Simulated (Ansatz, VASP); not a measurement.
# TlSn: VASP beside Ansatz

File INCAR:

```
PREC = Accurate ; ENCUT = 520
EDIFF = 1E-8 ; ISMEAR = -1
SIGMA = 0.08 ; LREAL = F
LASPH = T ; NELM = 60
ALGO = Normal ; ISIF = 2
LWAVE = F ; LCHARG = F
GGA = CA ; LEFG = T
NBANDS = 20
```

The input KPOINTS:

```
regular mesh
0
Gamma
  9 9 8
```

File POSCAR:

```
TlSn
1.0
    3.6622975554      0.0000000000      0.0000000000
    0.0000000000      3.6622975554      0.0000000000
    0.0000000000      0.0000000000      4.4325723917
Tl Sn
1 1
Direct
    0.0000000000      0.0000000000      0.0000000000
    0.5000000000      0.5000000000      0.5000000000
```

Input for Ansatz:

```yaml
crystal:
  lattice:
    - [3.6622975554, 0.0, 0.0]
    - [0.0, 3.6622975554, 0.0]
    - [0.0, 0.0, 4.4325723917]
  atoms:
    - { symbol: Tl, position: [0.0, 0.0, 0.0] }
    - { symbol: Sn, position: [0.5, 0.5, 0.5] }
kpoints:
  mp_grid: { grid: [9, 9, 8] }
scf:
  occupations: { method: fermi_dirac, width: 0.08 }
hamiltonian:
  xc: lda
  pseudopotentials: { kind: paw }
output:
  forces: true
  stress: true
  eigenvalues: true
  efg: { contact_densities: true }
```

Change from the starting cell: volume scaled by 1.04, PAW files.

Alike in both runs: task electric field gradients; functional LDA; k mesh 9 × 9 × 8; occupations fermi-dirac, width 0.08 eV; no spin polarisation.

```csv
,VASP,Ansatz
version,VASP 6.6.1,Ansatz 0.2.0
potentials or method,"VASP PAW LDA potentials, release 64 (Tl_d, Sn_d)","PAW with Ansatz's default frozen-core files, scalar-relativistic"
plane-wave cutoff (eV),520,420
valence electrons in the cell,27,27
```

Ansatz gave:

```
pressure (GPa)                                                 : -4.5
largest component of the traceless stress (GPa)                : 0.45
Vzz of the field gradient on the site that differs most (V/Å²) : -61.6
```

**Question.** Estimate VASP's values.

**Answer.** Pressure (GPa): -4.5; largest component of the traceless stress (GPa): 0.45; Vzz of the field gradient on the site that differs most (V/Å²): -60.0.

Ansatz warned: «gradients_without_spin_orbit».

Spin-orbit coupling is left out, which matters for the levels of Tl.
